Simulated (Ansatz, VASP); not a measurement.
# Si: VASP beside Ansatz

INCAR

```
ALGO = Normal
EDIFF = 1E-6
ENCUT = 520
ISIF = 2
ISMEAR = -1
LASPH = True
LCHARG = False
LREAL = False
LWAVE = False
NBANDS = 11
NELM = 80
PREC = Accurate
SIGMA = 0.1
```

The input KPOINTS:

```
k-points
0
Gamma
  13 13 13
```

File POSCAR:

```
Si
1.0
   -2.2951484633      2.4149529699      1.3000063486
    2.2951484633     -2.4149529699      1.3000063486
    2.2951484633      2.4149529699     -1.3000063486
Si
2
Direct
    0.8070000000      0.0570000000      0.7500000000
    0.1930000000      0.9430000000      0.2500000000
```

Input for Ansatz:

```yaml
crystal:
  lattice:
    - [-2.2951484632724086, 2.414952969907019, 1.3000063485883258]
    - [2.2951484632724086, -2.414952969907019, 1.3000063485883258]
    - [2.2951484632724086, 2.414952969907019, -1.3000063485883258]
  atoms:
    - { symbol: Si, position: [0.807, 0.057, 0.75] }
    - { symbol: Si, position: [0.193, 0.943, 0.25] }
basis:
  ecutwfc: 500.0
kpoints:
  mp_grid:
    grid: [13, 13, 13]
hamiltonian:
  xc: lda
scf:
  occupations:
    method: fermi_dirac
output:
  stress: true
```

This isn't the form of Si at room conditions, which is diamond.

Alike in both runs: task single point; functional LDA; k mesh 13 × 13 × 13; no spin polarisation.

|  | VASP | Ansatz |
| --- | --- | --- |
| version | VASP 6.6.1 | Ansatz 0.2.0 |
| potentials or method | VASP PAW LDA potentials, release 64 (Si) | plane waves, PAW |
| plane-wave cutoff (eV) | 520 | 500 |
| occupations | fermi-dirac, width 0.1 eV | fermi-dirac |
| valence electrons in the cell | 8 | 8 |

|  | VASP | Ansatz | Ansatz less VASP |
| --- | --- | --- | --- |
| pressure (GPa) | 2.5 | 2.4 | -0.09 |
| largest component of the traceless stress (GPa) | 0.99 | 0.97 | -0.025 |
